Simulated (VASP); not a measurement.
An input for Quantum ESPRESSO's pw.x (written as the equivalent of a VASP run, and not itself run):

```
&CONTROL
  calculation = 'scf'
  pseudo_dir = './pseudo'
  outdir = './out'
  tprnfor = .true.
  tstress = .true.
/
&SYSTEM
  ibrav = 0
  nat = 2
  ntyp = 2
  ecutwfc = 60.3
  occupations = 'smearing'
  smearing = 'gaussian'
  degauss = 0.003675
  input_dft = 'pw91'
/
&ELECTRONS
  conv_thr = 7.3e-09
  electron_maxstep = 100
/
ATOMIC_SPECIES
  Tl 204.380 Tl.upf
  Cl 35.450 Cl.upf
CELL_PARAMETERS angstrom
     3.9555173    0.0000000    0.0000000
     0.0000000    3.9555173    0.0000000
     0.0000000    0.0000000    3.9555173
ATOMIC_POSITIONS crystal
  Tl   0.0000000  0.0000000  0.0000000
  Cl   0.5000000  0.5000000  0.5000000
K_POINTS automatic
  7 7 7 0 0 0
```

### Question
Write the VASP files for the same calculation (PW91).

### Answer
One answer among several that fit: 
KPOINTS:
```
Automatic mesh
0
Gamma
7 7 7
0 0 0
```

### INCAR
```
ALGO=Normal
EDIFF=1E-7
ENCUT=520
GGA=91
ISIF=2
ISMEAR=0
LASPH=.TRUE.
LCHARG=.FALSE.
LMAXMIX=4
LREAL=.FALSE.
LWAVE=.FALSE.
NELM=100
PREC=Accurate
SIGMA=0.05
SYSTEM=TlCl
```

POSCAR:
```
TlCl
1
    3.9555172845     0.0000000000     0.0000000000
    0.0000000000     3.9555172845     0.0000000000
    0.0000000000     0.0000000000     3.9555172845
Tl Cl
1 1
Direct
  0.0000000000   0.0000000000   0.0000000000
  0.5000000000   0.5000000000   0.5000000000
```

POTCAR, in this order: Tl_d Cl (PBE.64 set). Program: vasp_std.

Limits of the translation: the potentials are each code's own (VASP's PAW set, PseudoDojo norm-conserving files in pw.x), so ENCUT and ecutwfc are chosen apart and not converted; conv_thr bounds pw.x's estimated SCF error, while EDIFF bounds the energy change between steps.

The compound is TlCl in the CsCl type structure. This cell is one point of a volume scan, at 1.06 of the reference volume.
